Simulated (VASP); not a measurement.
Method: MS2 meta-GGA, VASP's PBE PAW potentials (set 64) (plane waves; VASP).

A VASP calculation is set up with these files.

### INCAR
```
METAGGA=MS2
LCHARG=.False.
IBRION=2   # conjugate gradients
LWAVE=.False.
ISIF=3
NSW=60   # most ionic steps
ALGO=Normal
LMIXTAU=.True.
NELM=100   # most electronic steps
ISMEAR=0   # Gaussian
EDIFF=1E-6   # SCF stop (eV)
LASPH=.True.
LREAL=.False.   # projection in real space or not
SYSTEM=SiO2
ENCUT=520   # plane-wave cut-off (eV)
PREC=Accurate
SIGMA=0.05   # width (eV)
EDIFFG=-0.02
```

**KPOINTS**
```
Automatic mesh
0
Gamma
5 5 7
0 0 0
```

### POSCAR
```
SiO2
1
    4.1938818509     0.0000000000     0.0000000000
   -0.0000000000     4.1938818509     0.0000000000
    0.0000000000     0.0000000000     2.6825246477
Si O
2 4
Direct
  0.0000000000   0.0000000000   0.0000000000
  0.5000000000   0.5000000000   0.5000000000
  0.3057128375   0.3057128375   0.0000000000
  0.8057128375   0.1942871625   0.5000000000
  0.1942871625   0.8057128375   0.5000000000
  0.6942871625   0.6942871625   0.0000000000
```

POTCAR, in this order: Si O (PBE.64 set). Program: vasp_std.

The resulting files:

**OSZICAR**
```
       N       E                     dE             d eps       ncg     rms          rms(c)
DAV:   1     0.973278100495E+02    0.97328E+02   -0.17462E+04   976   0.147E+03
DAV:   2    -0.995808317385E+02   -0.19691E+03   -0.19013E+03  1332   0.307E+02
DAV:   3    -0.106093911492E+03   -0.65131E+01   -0.64955E+01  1148   0.604E+01
DAV:   4    -0.106132124898E+03   -0.38213E-01   -0.38174E-01  1128   0.524E+00
DAV:   5    -0.106132432529E+03   -0.30763E-03   -0.30760E-03  1108   0.458E-01    0.193E+01
DAV:   6    -0.627396724689E+02    0.43393E+02   -0.18936E+01  1000   0.404E+01    0.911E+00
DAV:   7    -0.705876177206E+02   -0.78479E+01   -0.99927E+00   988   0.379E+01    0.363E+00
DAV:   8    -0.626643093493E+02    0.79233E+01   -0.34961E+00   992   0.244E+01    0.166E+00
DAV:   9    -0.663018464958E+02   -0.36375E+01   -0.31449E+00   984   0.211E+01    0.211E+00
DAV:  10    -0.645070727146E+02    0.17948E+01   -0.99885E-01   992   0.122E+01    0.333E-01
DAV:  11    -0.645189058547E+02   -0.11833E-01   -0.14045E-02  1136   0.114E+00    0.153E-01
DAV:  12    -0.645193910050E+02   -0.48515E-03   -0.24570E-03  1088   0.448E-01    0.592E-02
DAV:  13    -0.645189008213E+02    0.49018E-03   -0.14334E-03  1060   0.429E-01    0.610E-02
DAV:  14    -0.645194018786E+02   -0.50106E-03   -0.52275E-04  1012   0.279E-01    0.287E-02
DAV:  15    -0.645194693472E+02   -0.67469E-04   -0.29748E-05  1112   0.754E-02    0.818E-03
DAV:  16    -0.645194751486E+02   -0.58013E-05   -0.88781E-06  1028   0.400E-02    0.233E-03
DAV:  17    -0.645194787382E+02   -0.35896E-05   -0.21831E-06   680   0.204E-02    0.108E-03
DAV:  18    -0.645194794293E+02   -0.69113E-06   -0.71846E-07   596   0.914E-03
   1 F= -.64519479E+02 E0= -.64519479E+02  d E =-.645195E+02
       N       E                     dE             d eps       ncg     rms          rms(c)
DAV:   1    -0.645840428096E+02   -0.64564E-01   -0.32609E+00  1072   0.169E+01    0.231E+00
DAV:   2    -0.645182393464E+02    0.65803E-01   -0.32218E-01  1016   0.514E+00    0.552E-01
DAV:   3    -0.645123932079E+02    0.58461E-02   -0.34415E-02  1080   0.174E+00    0.224E-01
DAV:   4    -0.645123302927E+02    0.62915E-04   -0.61875E-03  1000   0.896E-01    0.153E-01
DAV:   5    -0.645118852067E+02    0.44509E-03   -0.30799E-03   976   0.684E-01    0.527E-02
DAV:   6    -0.645126596418E+02   -0.77444E-03   -0.68910E-04   988   0.339E-01    0.323E-02
DAV:   7    -0.645126312733E+02    0.28369E-04   -0.27716E-05  1100   0.649E-02    0.236E-02
DAV:   8    -0.645126802754E+02   -0.49002E-04   -0.65727E-05  1020   0.999E-02    0.291E-03
DAV:   9    -0.645126809261E+02   -0.65066E-06   -0.66273E-06  1088   0.277E-02
   2 F= -.64512681E+02 E0= -.64512681E+02  d E =0.679850E-02
       N       E                     dE             d eps       ncg     rms          rms(c)
DAV:   1    -0.645456684412E+02   -0.32988E-01   -0.11804E+00  1072   0.101E+01    0.137E+00
DAV:   2    -0.645255639500E+02    0.20104E-01   -0.11910E-01  1012   0.313E+00    0.328E-01
DAV:   3    -0.645245972086E+02    0.96674E-03   -0.12794E-02  1076   0.106E+00    0.145E-01
DAV:   4    -0.645244369059E+02    0.16030E-03   -0.20265E-03  1004   0.510E-01    0.101E-01
DAV:   5    -0.645242797768E+02    0.15713E-03   -0.10385E-03   976   0.391E-01    0.336E-02
DAV:   6    -0.645245509829E+02   -0.27121E-03   -0.27192E-04   988   0.207E-01    0.202E-02
DAV:   7    -0.645245431093E+02    0.78736E-05   -0.86512E-06  1120   0.343E-02    0.169E-02
DAV:   8    -0.645245533646E+02   -0.10255E-04   -0.16020E-05  1024   0.471E-02    0.150E-03
DAV:   9    -0.645245530381E+02    0.32652E-06   -0.76458E-07   660   0.106E-02
   3 F= -.64524553E+02 E0= -.64524553E+02  d E =-.507361E-02
```

### OUTCAR
```
------------------------ aborting loop because EDIFF is reached ----------------------------------------
  FORCE on cell =-STRESS in cart. coord.  units (eV):
  Direction    XX          YY          ZZ          XY          YZ          ZX
  --------------------------------------------------------------------------------------
  Total       -0.0423425     -0.0423425      0.0691638      0.0000000      0.0000000      0.0000000
  in kB       -1.4508082     -1.4508082      2.3698052      0.0000000      0.0000000      0.0000000
  external PRESSURE =      -0.1772704 kB  Pullay stress =       0.0000000 kB
  volume of cell :       46.76
      direct lattice vectors                 reciprocal lattice vectors
     4.181090804  0.000000000  0.000000000     0.239172036 -0.000000000  0.000000000
     0.000000000  4.181090804  0.000000000     0.000000000  0.239172036  0.000000000
     0.000000000  0.000000000  2.674839795     0.000000000  0.000000000  0.373854166
 POSITION                                       TOTAL-FORCE (eV/Angst)
 -----------------------------------------------------------------------------------
      0.00000      0.00000      0.00000         0.000000      0.000000      0.000000
      2.09055      2.09055      1.33742         0.000000      0.000000      0.000000
      1.28016      1.28016      0.00000        -0.003978     -0.003978      0.000000
      3.37071      0.81038      1.33742        -0.003978      0.003978      0.000000
      0.81038      3.37071      1.33742         0.003978     -0.003978      0.000000
      2.90093      2.90093      0.00000         0.003978      0.003978      0.000000
 -----------------------------------------------------------------------------------
    total drift:                                0.000000      0.000000     -0.000000
  FREE ENERGIE OF THE ION-ELECTRON SYSTEM (eV)
  ---------------------------------------------------
  free  energy   TOTEN  =       -64.5245530381 eV

  energy  without entropy=      -64.5245530381  energy(sigma->0) =      -64.52455304

 reached required accuracy - stopping structural energy minimisation
```
(Selected blocks of OUTCAR.)

### CONTCAR
```
SiO2
   1.00000000000000
     4.1810908040427082    0.0000000000000000    0.0000000000000000
     0.0000000000000000    4.1810908040427082    0.0000000000000000
     0.0000000000000000    0.0000000000000000    2.6748397949066214
  Si              O
     2     4
Direct
     0.0000000000000000    0.0000000000000000    0.0000000000000000
     0.5000000000000000    0.5000000000000000    0.5000000000000000
     0.3061791934863002    0.3061791934863002    0.0000000000000000
     0.8061791934863002    0.1938208065136998    0.5000000000000000
     0.1938208065136998    0.8061791934863002    0.5000000000000000
     0.6938208065136998    0.6938208065136998    0.0000000000000000
```

File OUTCAR:
```
 val. band max:        7.8473072080   @ k =   0.0000   0.0000   0.0000

 cond. band min:      14.0329191649   @ k =   0.0000   0.0000   0.0000


 Fermi energy:         8.0919433721

 k-point     1 :       0.0000    0.0000    0.0000
  band No.  band energies     occupation
      1     -15.7837      2.00000
      2     -12.3046      2.00000
      3     -12.3046      2.00000
      4     -12.0553      2.00000
      5      -3.1634      2.00000
      6       1.4105      2.00000
      7       1.4105      2.00000
      8       1.5959      2.00000
      9       2.4099      2.00000
     10       2.7376      2.00000
     11       4.6883      2.00000
     12       4.6883      2.00000
     13       5.3177      2.00000
     14       6.9784      2.00000
     15       6.9784      2.00000
     16       7.8473      2.00000
     17      14.0329      0.00000
     18      15.1585      0.00000
     19      17.0194      0.00000
     20      17.0194      0.00000

 k-point     2 :       0.2000    0.0000    0.0000
  band No.  band energies     occupation
      1     -15.5778      2.00000
      2     -13.0723      2.00000
      3     -12.2066      2.00000
      4     -11.7085      2.00000
      5      -2.8561      2.00000
      6       0.4346      2.00000
      7       1.5308      2.00000
      8       2.2938      2.00000
      9       2.5693      2.00000
     10       3.4601      2.00000
     11       4.3336      2.00000
     12       4.7788      2.00000
     13       5.3630      2.00000
     14       6.1428      2.00000
     15       6.9071      2.00000
     16       7.5406      2.00000
     17      14.6767      0.00000
     18      15.5181      0.00000
     19      17.1081      0.00000
     20      17.1404      0.00000

 k-point     3 :       0.4000    0.0000    0.0000
  band No.  band energies     occupation
      1     -14.9858      2.00000
      2     -14.0927      2.00000
      3     -11.9601      2.00000
      4     -11.7136      2.00000
      5      -2.0549      2.00000
...
```

The compound is SiO2 in the rutile structure, stishovite, a high-pressure form. This run relaxes it. Symmetry was kept, so distortions that lower it aren't found. The start is the result of an earlier pass.
